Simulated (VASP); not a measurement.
Input:

```yaml
crystal:
  lattice:
    - [4.36224, 0.00000, 0.00000]
    - [0.00000, 6.75332, 0.00000]
    - [0.00000, 0.00000, 7.05993]
  atoms:
    - { symbol: Ag, position: [0.00776, 0.77262, 0.63968] }
    - { symbol: Ag, position: [0.49224, 0.22738, 0.13968] }
    - { symbol: Ag, position: [0.50776, 0.72738, 0.36032] }
    - { symbol: Ag, position: [0.99224, 0.27262, 0.86032] }
    - { symbol: Ag, position: [0.84193, 0.88601, 0.04018] }
    - { symbol: Ag, position: [0.65807, 0.11399, 0.54018] }
    - { symbol: Ag, position: [0.34193, 0.61399, 0.95982] }
    - { symbol: Ag, position: [0.15807, 0.38601, 0.45982] }
    - { symbol: S, position: [0.12151, 0.00409, 0.34000] }
    - { symbol: S, position: [0.37849, 0.99591, 0.84000] }
    - { symbol: S, position: [0.62151, 0.49591, 0.66000] }
    - { symbol: S, position: [0.87849, 0.50409, 0.16000] }
```

Method: PBEsol GGA, VASP's PBE PAW potentials (set 64) (plane waves; VASP). Run with 400 eV cut-off, 6×4×4 Γ-centred mesh, tetrahedra with Blöchl corrections, potentials Ag S.

The cores are frozen, which limits the accuracy of field gradients.

Q: Give the principal components of the electric field gradient (V/Å²) and the asymmetry η at each nucleus.

A: 
```csv
atom,Vxx,Vyy,Vzz,η
Ag1,-66.5,-7.3,73.9,0.80
Ag2,-66.5,-7.3,73.9,0.80
Ag3,-66.5,-7.3,73.9,0.80
Ag4,-66.5,-7.3,73.9,0.80
Ag5,37.8,11.3,-49.2,0.54
Ag6,37.8,11.3,-49.2,0.54
Ag7,37.8,11.3,-49.2,0.54
Ag8,37.8,11.3,-49.2,0.54
S9,32.3,1.3,-33.6,0.92
S10,32.3,1.3,-33.6,0.92
S11,32.3,1.3,-33.6,0.92
S12,32.3,1.3,-33.6,0.92
```

The structure comes from a computed database's Ag2S entry (P2_12_12_1); how it stands against other phases isn't given here. It was relaxed first, which changed the volume by -5 %.
